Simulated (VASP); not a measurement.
```yaml
crystal:
  lattice:
    - [9.03345, 0.00000, 0.00000]
    - [0.00000, 3.20908, 0.00000]
    - [0.00000, 0.00000, 4.47745]
  atoms:
    - { symbol: Te, position: [0.75000, 0.50000, 0.51291] }
    - { symbol: Te, position: [0.25000, 0.50000, 0.48709] }
    - { symbol: Te, position: [0.00000, 0.50000, 0.00000] }
    - { symbol: Te, position: [0.50000, 0.50000, 0.00000] }
```

Computed with r2SCAN meta-GGA, VASP's PBE PAW potentials (set 64) (plane waves; VASP 6.6.1). Numerical set-up: 400 eV cut-off, 4×11×8 Γ-centred mesh, tetrahedra with Blöchl corrections, potentials Te.

The cores are frozen, which limits the accuracy of field gradients.

**Question.** Give the principal components of the electric field gradient (V/Å²) and the asymmetry η at each nucleus.

**Answer.** 
| atom | Vxx | Vyy | Vzz | η |
|---|---|---|---|---|
| Te1 | 12.3 | 4.2 | -16.6 | 0.49 |
| Te2 | 12.3 | 4.2 | -16.6 | 0.49 |
| Te3 | 78.9 | 11.9 | -90.8 | 0.74 |
| Te4 | 78.9 | 11.9 | -90.8 | 0.74 |

The structure comes from a computed database's Te entry (Pmma); how it stands against other phases isn't given here. It was relaxed first.
